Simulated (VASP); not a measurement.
Given:

```
CELL_PARAMETERS angstrom
      0.00000     2.37996     2.37996
      2.37996     0.00000     2.37996
      2.37996     2.37996     0.00000
ATOMIC_POSITIONS crystal
  Na 0.00000 0.00000 0.00000
  F  0.50000 0.50000 0.50000
```

Calculation: RPBE GGA, VASP's PBE PAW potentials (set 64) (plane waves; VASP). Run with 520 eV cut-off, 9×9×9 Γ-centred mesh, Gaussian smearing of 0.050 eV, potentials Na_pv F.

### Question
Give the stress tensor in GPa (positive for a compressed cell).

### Answer

```
1.39  0.00  0.00
0.00  1.39  0.00
0.00  0.00  1.39
```
The pressure is its mean diagonal, 1.39 GPa.

The compound is NaF in the rock salt structure. This cell is one point of a volume scan, at 0.97 of the reference volume.
